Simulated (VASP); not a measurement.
Output of a VASP run:

### OSZICAR
```
       N       E                     dE             d eps       ncg     rms          rms(c)
DAV:   1     0.238476883203E+03    0.23848E+03   -0.17083E+04   616   0.143E+03
DAV:   2    -0.624585089281E+00   -0.23910E+03   -0.23311E+03   688   0.346E+02
DAV:   3    -0.130054050468E+02   -0.12381E+02   -0.12346E+02   754   0.790E+01
DAV:   4    -0.131076579737E+02   -0.10225E+00   -0.10222E+00   676   0.714E+00
DAV:   5    -0.131085811428E+02   -0.92317E-03   -0.92314E-03   760   0.615E-01    0.870E+00
DAV:   6    -0.123855658305E+02    0.72302E+00   -0.17322E+00   774   0.142E+01    0.683E+00
DAV:   7    -0.123496498541E+02    0.35916E-01   -0.55689E-01   700   0.429E+00    0.283E+00
DAV:   8    -0.123454218709E+02    0.42280E-02   -0.68277E-02   670   0.301E+00    0.380E-01
DAV:   9    -0.123447425659E+02    0.67931E-03   -0.10021E-02   688   0.133E+00    0.127E-01
DAV:  10    -0.123447587146E+02   -0.16149E-04   -0.88115E-04   700   0.365E-01    0.677E-02
DAV:  11    -0.123448300768E+02   -0.71362E-04   -0.19808E-04   652   0.104E-01    0.208E-02
DAV:  12    -0.123448139721E+02    0.16105E-04   -0.91540E-05   794   0.102E-01    0.809E-03
DAV:  13    -0.123448161300E+02   -0.21580E-05   -0.10777E-05   676   0.218E-02    0.627E-03
DAV:  14    -0.123448158059E+02    0.32415E-06   -0.11479E-06   502   0.765E-03
   1 F= -.12344816E+02 E0= -.12344816E+02  d E =-.123448E+02
```

File OUTCAR:
```
------------------------ aborting loop because EDIFF is reached ----------------------------------------
  FORCE on cell =-STRESS in cart. coord.  units (eV):
  Direction    XX          YY          ZZ          XY          YZ          ZX
  --------------------------------------------------------------------------------------
  Total        0.0013560      0.0013560     -0.0102516     -0.0000000     -0.0000000      0.0000000
  in kB        0.0191795      0.0191795     -0.1449973     -0.0000000     -0.0000000      0.0000000
  external PRESSURE =      -0.0355461 kB  Pullay stress =       0.0000000 kB
  volume of cell :      113.28
      direct lattice vectors                 reciprocal lattice vectors
     4.310450670  0.000000000  0.000000000     0.231994303  0.133941989  0.000000000
    -2.155225335  3.732959344  0.000000000     0.000000000  0.267883978  0.000000000
     0.000000000  0.000000000  7.039899302     0.000000000  0.000000000  0.142047486
  FREE ENERGIE OF THE ION-ELECTRON SYSTEM (eV)
  ---------------------------------------------------
  free  energy   TOTEN  =       -12.3448158059 eV

  energy  without entropy=      -12.3448158059  energy(sigma->0) =      -12.34481581

 reached required accuracy - stopping structural energy minimisation
```
(Selected blocks of OUTCAR.)

### POSCAR
```
CdSe
1
    4.3104506705     0.0000000000     0.0000000000
   -2.1552253353     3.7329593439    -0.0000000000
    0.0000000000     0.0000000000     7.0398993021
Cd Se
2 2
Direct
  0.3333330000   0.6666670000   0.9997785710
  0.6666670000   0.3333330000   0.4997785710
  0.3333330000   0.6666670000   0.3752214290
  0.6666670000   0.3333330000   0.8752214290
```

Task: Reconstruct the remaining input files.

Result: One answer among several that fit: the input of the run itself, PBEsol GGA, plane waves, VASP's PBE PAW potentials (set 64).

### KPOINTS
```
Automatic mesh
0
Gamma
6 6 3
0 0 0
```

INCAR:
```
ALGO=Normal
EDIFF=1E-6
EDIFFG=-0.02
ENCUT=500
GGA=PS
IBRION=2
ISIF=3
ISMEAR=0
LASPH=.True.
LCHARG=.False.
LMAXMIX=4
LREAL=.False.
LWAVE=.False.
NELM=100
NSW=40
PREC=Accurate
SIGMA=0.05
SYSTEM=CdSe
```

POTCAR, in this order: Cd Se (PBE.64 set). Program: vasp_std.

The structure was generated: CdSe was put into the wurtzite type (P6_3mc), which need not be its known phase. It was relaxed first.
